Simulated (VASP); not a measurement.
# LaTa: phonons from a supercell

Wanted: whether LaTa is dynamically stable, and its vibrational spectrum. The cell is invented: it takes the structure of a Materials Project entry for YZr (space group 187 there), with all of its atoms replaced by other elements, volume scaled by an estimate. It may not be a known or stable phase.

Calculated with VASP 6.6.1; PBEsol; plane waves and PAW (Ta, La); invented cell.

## 1. The structure

It takes space group P-6m2 (No. 187, hexagonal). The conventional cell has a = 3.450 Å, b = 3.450 Å, c = 5.444 Å, α = 90.00°, β = 90.00°, γ = 120.00°. Nearest to Ta lie 6 La at 3.37 Å and 6 Ta at 3.45 Å. Nearest to La lie 6 Ta at 3.37 Å and 6 La at 3.45 Å. It derives from YZr. It takes the structure of a Materials Project entry for YZr (space group 187 there), with all of its atoms replaced by other elements, volume scaled by an estimate. Farther neighbours are not listed.

As a file:

```cif
data_structure
_symmetry_space_group_name_H-M 'P 1'
_symmetry_Int_Tables_number 1
_cell_length_a 3.4498
_cell_length_b 3.4498
_cell_length_c 5.4440
_cell_angle_alpha 90.000
_cell_angle_beta 90.000
_cell_angle_gamma 120.000
_cell_volume 56.11
loop_
_atom_site_label
_atom_site_type_symbol
_atom_site_fract_x
_atom_site_fract_y
_atom_site_fract_z
_atom_site_occupancy
Ta1 Ta 0.33333 0.66667 0.00000 1
La2 La 0.66667 0.33333 0.50000 1
```

## 2. Relax the host

Cell and atoms are relaxed first, so that later runs start from this functional's own cell.

Contents of INCAR:

```
SYSTEM = LaTa
PREC = Accurate
ENCUT = 350
EDIFF = 1E-06
NELM = 120
ISMEAR = 0
SIGMA = 0.05
LREAL = .FALSE.
ALGO = Normal
GGA = PS
NBANDS = 14
LORBIT = 11
LWAVE = .FALSE.
LCHARG = .FALSE.
KPAR = 4
IBRION = 2
NSW = 40
ISIF = 3
EDIFFG = -0.02
POTIM = 0.4
```

Contents of POSCAR:

```
LaTa
1.0
    3.4498270000      0.0000000000      0.0000000000
   -1.7249130000      2.9876380000      0.0000000000
    0.0000000000      0.0000000000      5.4440010000
Ta La
1 1
Direct
    0.3333333300      0.6666666700      0.0000000000
    0.6666666700      0.3333333300      0.5000000000
```

Contents of KPOINTS:

```
Automatic mesh
0
Gamma
6 6 4
0 0 0
```

Potentials, in the order of the species: Ta and La (PBE family, release 64).

Started as:

```sh
mpirun -np 4 vasp_std
```

Log:

```text
[banner, memory and clock lines left out]
running    4 mpi-ranks, on    1 nodes
 distrk:  each k-point on    1 cores,    4 groups
 distr:  one band on    1 cores,    1 groups

 POSCAR found type information on POSCAR TaLa
 POSCAR found :  2 types and       2 ions
|                                                                             |
|               ----> ADVICE to this user running VASP <----                  |
|                                                                             |
|     You enforced a specific xc type in the INCAR file but a different       |
|     [... a line on the potential file left out ...]
|     I HOPE YOU KNOW WHAT YOU ARE DOING!                                     |
|                                                                             |

 LDA part: xc-table for (Slater+PW92), standard interpolation
 POSCAR, INCAR and KPOINTS ok, starting setup
 FFT: planning ... GRIDC
 FFT: planning ... GRID_SOFT
 FFT: planning ... GRID
 WAVECAR not read
 entering main loop
       N       E                     dE             d eps       ncg     rms          rms(c)
DAV:   1     0.106151747871E+03    0.10615E+03   -0.48078E+03   588   0.111E+03
DAV:   2    -0.613986288585E+01   -0.11229E+03   -0.10772E+03   732   0.205E+02
DAV:   3    -0.180896313564E+02   -0.11950E+02   -0.11161E+02   902   0.824E+01
DAV:   4    -0.190884028576E+02   -0.99877E+00   -0.96116E+00  1098   0.180E+01
DAV:   5    -0.191634897004E+02   -0.75087E-01   -0.74645E-01  1008   0.495E+00    0.957E+00
DAV:   6    -0.180449187457E+02    0.11186E+01   -0.41967E+01  1128   0.364E+01    0.558E+00
DAV:   7    -0.162193892020E+02    0.18255E+01   -0.75032E+00  1002   0.231E+01    0.296E+00
DAV:   8    -0.162041125188E+02    0.15277E-01   -0.16988E+00  1144   0.991E+00    0.154E+00
DAV:   9    -0.160877568062E+02    0.11636E+00   -0.46404E-01  1096   0.660E+00    0.382E-01
DAV:  10    -0.160890445662E+02   -0.12878E-02   -0.27074E-02   964   0.112E+00    0.238E-01
DAV:  11    -0.160882363730E+02    0.80819E-03   -0.60117E-03  1104   0.702E-01    0.691E-02
DAV:  12    -0.160880650783E+02    0.17129E-03   -0.51117E-04   958   0.165E-01    0.370E-02
DAV:  13    -0.160880358295E+02    0.29249E-04   -0.21328E-04  1098   0.118E-01    0.170E-02
DAV:  14    -0.160880339674E+02    0.18621E-05   -0.15944E-05   856   0.246E-02    0.835E-03
DAV:  15    -0.160880331391E+02    0.82832E-06   -0.59632E-06  1032   0.226E-02
   1 F= -.16088033E+02 E0= -.16086480E+02  d E =-.160880E+02
 curvature:   0.00 expect dE= 0.000E+00 dE for cont linesearch  0.000E+00
 trial: gam= 0.00000 g(F)=  0.761E-47 g(S)=  0.893E+00 ort = 0.000E+00 (trialstep = 0.100E+01)
 search vector abs. value=  0.893E+00
 bond charge predicted
       N       E                     dE             d eps       ncg     rms          rms(c)
DAV:   1    -0.206346953469E+02   -0.45467E+01   -0.13450E+02   858   0.145E+02    0.119E+01
DAV:   2    -0.173473899370E+02    0.32873E+01   -0.85780E+00   854   0.453E+01    0.542E+00
DAV:   3    -0.165766761039E+02    0.77071E+00   -0.29054E+00  1062   0.144E+01    0.196E+00
DAV:   4    -0.164861287141E+02    0.90547E-01   -0.76199E-01  1104   0.882E+00    0.104E+00
DAV:   5    -0.164897857312E+02   -0.36570E-02   -0.11391E-01  1026   0.440E+00    0.569E-01
DAV:   6    -0.165058692875E+02   -0.16084E-01   -0.64402E-02   954   0.156E+00    0.368E-01
DAV:   7    -0.165081688333E+02   -0.22995E-02   -0.85084E-03  1000   0.627E-01    0.269E-01
DAV:   8    -0.165092232549E+02   -0.10544E-02   -0.81550E-03   990   0.721E-01    0.887E-02
DAV:   9    -0.165090908590E+02    0.13240E-03   -0.12445E-03  1064   0.395E-01    0.439E-02
DAV:  10    -0.165091070800E+02   -0.16221E-04   -0.14660E-04   844   0.111E-01    0.124E-02
DAV:  11    -0.165091067452E+02    0.33475E-06   -0.14851E-05  1120   0.394E-02    0.417E-03
DAV:  12    -0.165091068072E+02   -0.62007E-07   -0.24671E-06   724   0.118E-02
   2 F= -.16509107E+02 E0= -.16507018E+02  d E =-.421074E+00
[...]
3 F= -.16518909E+02 E0= -.16516879E+02  d E =-.430876E+00
[...]
4 F= -.16567550E+02 E0= -.16566310E+02  d E =-.486407E-01
[...]
5 F= -.16571206E+02 E0= -.16569917E+02  d E =-.522973E-01
[...]
6 F= -.16572603E+02 E0= -.16571416E+02  d E =-.536937E-01
[...]
7 F= -.16574038E+02 E0= -.16573064E+02  d E =-.143510E-02
 trial-energy change:   -0.001435  1 .order   -0.001524   -0.006593    0.003544
 step:   0.6767(harm=  0.6897)  dis= 0.00000  next Energy=   -16.574683 (dE=-0.208E-02)
 bond charge predicted
       N       E                     dE             d eps       ncg     rms          rms(c)
DAV:   1    -0.165786724199E+02   -0.46351E-02   -0.11524E-01   776   0.364E+00    0.378E-01
DAV:   2    -0.165767689734E+02    0.19034E-02   -0.17360E-02  1030   0.170E+00    0.237E-01
DAV:   3    -0.165750256720E+02    0.17433E-02   -0.39367E-03  1050   0.444E-01    0.108E-01
DAV:   4    -0.165746464927E+02    0.37918E-03   -0.19611E-03  1026   0.492E-01    0.361E-02
DAV:   5    -0.165746517393E+02   -0.52467E-05   -0.11806E-04   886   0.969E-02    0.173E-02
DAV:   6    -0.165746659996E+02   -0.14260E-04   -0.61726E-05  1102   0.556E-02    0.104E-02
DAV:   7    -0.165746676275E+02   -0.16279E-05   -0.18056E-06   756   0.835E-03    0.717E-03
DAV:   8    -0.165746682800E+02   -0.65247E-06   -0.18621E-06   778   0.170E-02
   8 F= -.16574668E+02 E0= -.16573630E+02  d E =-.206558E-02
 curvature:  -0.34 expect dE=-0.909E-05 dE for cont linesearch -0.266E-06
 trial: gam=-0.01064 g(F)=  0.234E-43 g(S)=  0.264E-04 ort = 0.694E-04 (trialstep = 0.984E+00)
 search vector abs. value=  0.256E-04
 reached required accuracy - stopping structural energy minimisation
```

Run time: 17 s. Hardware: 4 MPI ranks of Intel Xeon Platinum 8488C (Sapphire Rapids), shared host; peak memory 0.65 GiB; 66 s of CPU time.

The logs omit lines about the potential files and the build; timing stands in the text.

Parts of OUTCAR (step 2):

```text
ion  position               nearest neighbor table
   1  0.333  0.667  0.000-   2 3.37   2 3.37   2 3.37   2 3.37   2 3.37   2 3.37
   2  0.667  0.333  0.500-   1 3.37   1 3.37   1 3.37   1 3.37   1 3.37   1 3.37

  LATTYP: Found a hexagonal cell.
 ALAT       =     3.4498270000
 C/A-ratio  =     1.5780504356

 Subroutine GETGRP returns: Found 12 space group operations
 (whereof 12 operations were pure point group operations)

The static configuration has the point symmetry D_3h.

 Found     21 irreducible k-points:

   k-points           NKPTS =     21   k-points in BZ     NKDIM =     21   number of bands    NBANDS=     14

   dimension x,y,z NGX =    24 NGY =   24 NGZ =   36
   dimension x,y,z NGXF=    48 NGYF=   48 NGZF=   72

   ENCUT  =  350.0 eV  25.72 Ry    5.07 a.u.   5.26  5.26  8.30*2*pi/ulx,y,z

   NELECT =      16.0000    total number of electrons

 k-points in reciprocal lattice and weights: Automatic mesh
   0.00000000  0.00000000  0.00000000       0.007
   0.16666667 -0.00000000  0.00000000       0.042
   0.33333333  0.00000000  0.00000000       0.042
   0.50000000  0.00000000  0.00000000       0.021
   0.16666667  0.16666667  0.00000000       0.042
   0.33333333  0.16666667  0.00000000       0.083
   0.33333333  0.33333333  0.00000000       0.014
   0.00000000  0.00000000  0.25000000       0.014
   0.16666667 -0.00000000  0.25000000       0.083
[...]
0.33333333  0.16666667  0.50000000       0.083
   0.33333333  0.33333333  0.50000000       0.014

 average (electrostatic) potential at core
       1 -32.6309       2 -94.0172

 E-fermi :   8.7584

 k-point     1 :       0.0000    0.0000    0.0000
  band No.  band energies     occupation
    ...
      2      -7.5114      2.00000
      3      -5.0269      2.00000
      4      -5.0269      2.00000
      5       2.6164      2.00000
      6       6.8934      2.00000
      7       9.1183      0.00000
      8       9.4127      0.00000
      9       9.4127      0.00000
     10      10.5563      0.00000
     11      10.8212      0.00000
    ...

 k-point     2 :       0.1667   -0.0000    0.0000
  band No.  band energies     occupation
    ...
      3      -6.3032      2.00000
      4      -5.3096      2.00000
      5       3.4560      2.00000
      6       7.4552      2.00000
      7       8.6241      1.99985
      8       9.2658      0.00000
      9       9.4148      0.00000
     10      10.1378      0.00000
     11      10.4204      0.00000
     12      10.5114      0.00000
    ...

 k-point     3 :       0.3333    0.0000    0.0000
  band No.  band energies     occupation
    ...
      4      -5.8228      2.00000
      5       5.1873      2.00000
      6       6.6556      2.00000
      7       7.1168      2.00000
      8       8.3671      2.00000
      9       9.6973      0.00000
     10       9.8449      0.00000
     11       9.9537      0.00000
     12      11.4482      0.00000
     13      11.5532      0.00000
    ...

  Total       -0.0127375     -0.0127375      0.0322646     -0.0000000     -0.0000000      0.0000000
  in kB       -0.4445585     -0.4445586      1.1260811     -0.0000001     -0.0000000      0.0000000
  external PRESSURE =       0.0789880 kB  Pullay stress =       0.0000000 kB

  energy-cutoff  :      350.00
  volume of cell :       45.91
      direct lattice vectors                 reciprocal lattice vectors
     3.121223225 -0.000000053 -0.000000000     0.320387213  0.184975585 -0.000000000
    -1.560611206  2.703058760  0.000000000     0.000000006  0.369951266 -0.000000000
     0.000000000 -0.000000000  5.441100138     0.000000000 -0.000000000  0.183786362

 POSITION                                       TOTAL-FORCE (eV/Angst)
 -----------------------------------------------------------------------------------
      0.00000      1.80204      0.00000         0.000000      0.000000     -0.000000
      1.56061      0.90102      2.72055        -0.000000     -0.000000      0.000000
 -----------------------------------------------------------------------------------
    total drift:                               -0.000018      0.000011      0.000000

  FREE ENERGIE OF THE ION-ELECTRON SYSTEM (eV)
  ---------------------------------------------------
  free  energy   TOTEN  =       -16.5746682800 eV

  energy  without entropy=      -16.5725918424  energy(sigma->0) =      -16.57363006

 reached required accuracy - stopping structural energy minimisation

 total charge
# of ion       s       p       d       f       tot
--------------------------------------------------
    1        0.680   0.513   3.015   0.000   4.208
    2        2.089   5.491   1.248   0.236   9.065
--------------------------------------------------
tot          2.770   6.005   4.263   0.236  13.273

[... 3 further parts left out ...]
```

The k-mesh is coarse for a metal. The PAW data sets were made with PBE, which is usual practice but a small mismatch for other functionals. After so large a change of volume the plane waves of the start cell no longer fit, so the final stress carries a basis-set error. The data set Ta keeps the semicore shell frozen, which is cheaper and a little less accurate. The run keeps the 12 symmetry operations of its start, so it cannot find a distortion of lower symmetry.

Relaxation path:

| step | energy less that of the first step (eV) | largest force (eV/Å) | pressure (GPa) | volume (Å³) |
| --- | --- | --- | --- | --- |
| 1 | 0.0000 | 0.0000 | -10.98 | 56.11 |
| 2 | -0.4211 | 0.0000 | 3.35 | 44.50 |
| 3 | -0.4309 | 0.0000 | 0.89 | 45.78 |
| 4 | -0.4795 | 0.0000 | 0.95 | 45.47 |
| 5 | -0.4832 | 0.0000 | 1.32 | 45.24 |
| 6 | -0.4846 | 0.0000 | 1.15 | 45.32 |
| 7 | -0.4860 | 0.0000 | -0.61 | 46.24 |
| 8 | -0.4866 | 0.0000 | 0.01 | 45.91 |

| conventional cell, symmetrised | before | after | change |
| --- | --- | --- | --- |
| a (Å) | 3.450 | 3.121 | -9.5 % |
| b (Å) | 3.450 | 3.121 | -9.5 % |
| c (Å) | 5.444 | 5.441 | -0.1 % |
| volume (Å³/atom) | 28.06 | 22.95 | -18.2 % |

Final coordinates:

```cif
data_structure
_symmetry_space_group_name_H-M 'P 1'
_symmetry_Int_Tables_number 1
_cell_length_a 3.1212
_cell_length_b 3.1212
_cell_length_c 5.4411
_cell_angle_alpha 90.000
_cell_angle_beta 90.000
_cell_angle_gamma 120.000
_cell_volume 45.91
loop_
_atom_site_label
_atom_site_type_symbol
_atom_site_fract_x
_atom_site_fract_y
_atom_site_fract_z
_atom_site_occupancy
Ta1 Ta 0.33333 0.66667 0.00000 1
La2 La 0.66667 0.33333 0.50000 1
```

This step gave:

```
electronic cycles                               : 79
electrons                                       : 16
free energy (TOTEN)                             : -16.57 eV
energy at zero smearing                         : -16.57 eV
Fermi energy                                    : 8.758 eV
pressure                                        : 0.007899 GPa
labelled metallic, from the levels on this mesh : yes
```

The run ended after 8 ionic steps, 0.487 eV below its first step, once forces and stress met EDIFFG = -0.02.

(Continued in part 2 of 3.)

[Lines on the potential files, build, host, timing and source positions are cut from VASP's logs without a mark.]

[Logs are printed without paths, hosts, clocks, repeated set-up lines and the standing remarks that a program may print on its own settings, such as how far it seeks lower states.]

[Hosts, paths, dates, database ids (printed as entryN), source tags and the programs' standing remarks are cut or masked in the printed files.]

[Runs that stopped without an error message from VASP are left out.]
